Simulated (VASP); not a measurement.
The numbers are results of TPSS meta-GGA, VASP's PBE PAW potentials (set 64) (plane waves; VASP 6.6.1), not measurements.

A VASP calculation is set up with these files.

File KPOINTS:
```
Automatic mesh
0
G
17 17 17
0 0 0
```

### INCAR
```
ALGO = Normal
EDIFF = 1E-7
ENCUT = 520
ISIF = 2
ISMEAR = -5
LASPH = .TRUE.
LCHARG = .FALSE.
LMAXMIX = 6
LMIXTAU = .TRUE.
LORBIT = 11
LREAL = .FALSE.
LWAVE = .FALSE.
METAGGA = TPSS
NEDOS = 601
NELM = 100
PREC = Accurate
SYSTEM = Ta
```

**POSCAR**
```
Ta
1
   -1.6500000000     1.6500000000     1.6500000000
    1.6500000000    -1.6500000000     1.6500000000
    1.6500000000     1.6500000000    -1.6500000000
Ta
1
Direct
  0.0000000000   0.0000000000   0.0000000000
```

File KPOINTS_OPT:
```
k-points along high-symmetry lines
10
Line-mode
Reciprocal
  0.000000   0.000000   0.000000 ! GAMMA
  0.500000  -0.500000   0.500000 ! H

  0.500000  -0.500000   0.500000 ! H
  0.000000  -0.000000   0.500000 ! N

  0.000000  -0.000000   0.500000 ! N
  0.000000   0.000000   0.000000 ! GAMMA

  0.000000   0.000000   0.000000 ! GAMMA
  0.250000   0.250000   0.250000 ! P

  0.250000   0.250000   0.250000 ! P
  0.500000  -0.500000   0.500000 ! H

  0.250000   0.250000   0.250000 ! P
  0.000000  -0.000000   0.500000 ! N
```

POTCAR, in this order: Ta_pv (PBE.64 set). Program: vasp_std.

What VASP printed:

File OUTCAR:
```
 ion  position               nearest neighbor table
   1  0.000  0.000  0.000-
  LATTYP: Found a body centered cubic cell.
 ALAT       =     3.3000000000
 Subroutine PRICEL returns:
 Original cell was already a primitive cell.
 Subroutine GETGRP returns: Found 48 space group operations
The static configuration has the point symmetry O_h .
The dynamic configuration has the point symmetry O_h .
 Subroutine INISYM returns: Found 48 space group operations
 Subroutine IBZKPT returns following result:
 Found    165 irreducible k-points:

 Following reciprocal coordinates:
            Coordinates               Weight
  0.000000  0.000000  0.000000      1.000000
  0.058824  0.000000  0.000000     12.000000
  0.117647  0.000000  0.000000     12.000000
  0.176471  0.000000  0.000000     12.000000
  0.235294  0.000000  0.000000     12.000000
  0.294118  0.000000  0.000000     12.000000
  0.352941  0.000000  0.000000     12.000000
  0.411765  0.000000  0.000000     12.000000
  0.470588  0.000000  0.000000     12.000000
  0.058824  0.058824  0.000000     24.000000
...
```

File OSZICAR:
```
       N       E                     dE             d eps       ncg     rms          rms(c)
DAV:   1     0.686398231890E+02    0.68640E+02   -0.77873E+03  2986   0.145E+03
DAV:   2    -0.532944368878E+01   -0.73969E+02   -0.72864E+02  3409   0.328E+02
DAV:   3    -0.706065217034E+01   -0.17312E+01   -0.16647E+01  4502   0.528E+01
DAV:   4    -0.708608661974E+01   -0.25434E-01   -0.25257E-01  3578   0.427E+00
DAV:   5    -0.708658088093E+01   -0.49426E-03   -0.49373E-03  4117   0.521E-01    0.116E+01
DAV:   6    -0.135880165987E+02   -0.65014E+01   -0.12897E+01  2971   0.483E+01    0.953E+00
DAV:   7    -0.245896993733E+01    0.11129E+02   -0.13783E+01  3001   0.767E+01    0.366E+00
DAV:   8    -0.132960200541E+02   -0.10837E+02   -0.98818E+00  2976   0.587E+01    0.156E+00
DAV:   9    -0.134436911426E+02   -0.14767E+00   -0.31436E-02  3343   0.242E+00    0.160E+00
DAV:  10    -0.133697947685E+02    0.73896E-01   -0.51389E-02  3083   0.276E+00    0.303E-01
DAV:  11    -0.134309064033E+02   -0.61112E-01   -0.11198E-02  2988   0.164E+00    0.408E-01
DAV:  12    -0.134314080499E+02   -0.50165E-03   -0.71070E-04  3071   0.390E-01    0.305E-01
DAV:  13    -0.134310234706E+02    0.38458E-03   -0.89504E-04  3058   0.336E-01    0.647E-02
DAV:  14    -0.134311648165E+02   -0.14135E-03   -0.19336E-04  3065   0.203E-01    0.164E-02
DAV:  15    -0.134311683168E+02   -0.35002E-05   -0.25542E-06  3310   0.202E-02    0.745E-03
DAV:  16    -0.134311689934E+02   -0.67665E-06   -0.44346E-07  3059   0.928E-03    0.364E-03
DAV:  17    -0.134311689565E+02    0.36942E-07   -0.69707E-08  1520   0.380E-03
   1 F= -.13431169E+02 E0= -.13431169E+02  d E =0.000000E+00
       N       E                     dE             ncg
```

File OUTCAR:
```
------------------------ aborting loop because EDIFF is reached ----------------------------------------
  FORCE on cell =-STRESS in cart. coord.  units (eV):
  Direction    XX          YY          ZZ          XY          YZ          ZX
  --------------------------------------------------------------------------------------
  Total        0.0240782      0.0240782      0.0240782     -0.0000000     -0.0000000      0.0000000
  in kB        2.1469566      2.1469566      2.1469566     -0.0000000     -0.0000000      0.0000000
  external PRESSURE =       2.1469566 kB  Pullay stress =       0.0000000 kB
  volume of cell :       17.97
      direct lattice vectors                 reciprocal lattice vectors
    -1.650000000  1.650000000  1.650000000     0.000000000  0.303030303  0.303030303
     1.650000000 -1.650000000  1.650000000     0.303030303  0.000000000  0.303030303
     1.650000000  1.650000000 -1.650000000     0.303030303  0.303030303  0.000000000
 POSITION                                       TOTAL-FORCE (eV/Angst)
 -----------------------------------------------------------------------------------
      0.00000      0.00000      0.00000         0.000000     -0.000000      0.000000
 -----------------------------------------------------------------------------------
    total drift:                                0.000000      0.000000     -0.000000
  FREE ENERGIE OF THE ION-ELECTRON SYSTEM (eV)
  ---------------------------------------------------
  free  energy   TOTEN  =       -13.4311689565 eV

  energy  without entropy=      -13.4311689565  energy(sigma->0) =      -13.43116896

 total charge

# of ion       s       p       d       tot
------------------------------------------
    1        0.373   6.169   2.402   8.945
```
(Selected blocks of OUTCAR.)

File OUTCAR:
```
 val. band max:        5.4702533807   @ k =  -0.4706  -0.4706   0.1765

 cond. band min:       5.4307891987   @ k =   0.1176   0.1176   0.0000


 Fermi energy:         5.4498496914

 k-point     1 :       0.0000    0.0000    0.0000
  band No.  band energies     occupation
      1     -27.8566      2.00000
      2     -27.8566      2.00000
      3     -27.8566      2.00000
      4      -2.4270      2.00000
      5       6.2192      0.00000
      6       6.2192      0.00000
      7       6.2192      0.00000
      8       9.5077      0.00000
      9       9.5077      0.00000

 k-point     2 :       0.0588    0.0000    0.0000
  band No.  band energies     occupation
      1     -27.8999      2.00000
      2     -27.8699      2.00000
      3     -27.8568      2.00000
      4      -2.2719      2.00000
      5       6.1164      0.00000
      6       6.1894      0.00000
      7       6.3722      0.00000
      8       9.3392      0.00000
      9       9.5079      0.00000

 k-point     3 :       0.1176    0.0000    0.0000
  band No.  band energies     occupation
      1     -28.0224      2.00000
      2     -27.9079      2.00000
      3     -27.8575      2.00000
      4      -1.8248      2.00000
      5       5.8363     -0.03087
      6       6.0606     -0.00038
      7       6.8260      0.00000
      8       9.0039      0.00000
      9       9.5183      0.00000

 k-point     4 :       0.1765    0.0000    0.0000
  band No.  band energies     occupation
      1     -28.2039      2.00000
      2     -27.9650      2.00000
      3     -27.8585      2.00000
      4      -1.1436      2.00000
      5       5.4462      0.97834
      6       5.7778     -0.11500
      7       7.5644      0.00000
      8       8.8092      0.00000
      9       9.5625      0.00000

 k-point     5 :       0.2353    0.0000    0.0000
  band No.  band energies     occupation
      1     -28.4162      2.00000
      2     -28.0331      2.00000
      3     -27.8598      2.00000
...
```

For a metal the tetrahedron method with Blöchl corrections gives inexact stress and forces. Unless said otherwise, spin-orbit coupling is left out, though it shifts the bands of the heavy elements here.

The compound is Ta in the bcc structure. The cell was not relaxed at this level.
